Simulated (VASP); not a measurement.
Here is the system:

```
CuAs
1.0
    2.98991     0.00000     0.00000
    0.00000     2.98991     0.00000
    0.00000     0.00000     2.98991
Cu As
1 1
Direct
  0.00000   0.00000   0.00000
  0.50000   0.50000   0.50000
```

These are PBE GGA, VASP's PBE PAW potentials (set 64) (plane waves; VASP) values and carry that method's errors. Settings: 400 eV cut-off, 8×8×8 Γ-centred mesh, Gaussian smearing of 0.050 eV, potentials Cu As.

### Question
What does the run give for the energy per atom (σ→0), pressure, band gap (on the k-mesh) with the smallest direct gap where there is one?

### Answer

```yaml
band gap (on the k-mesh): none (metal, semimetal or under 0.01 eV)
energy per atom (σ→0): -3.781 eV/atom
pressure: 23.05 GPa
```

The structure was generated: CuAs was put into the CsCl type (Pm-3m), which need not be its known phase. The cell was not relaxed at this level.
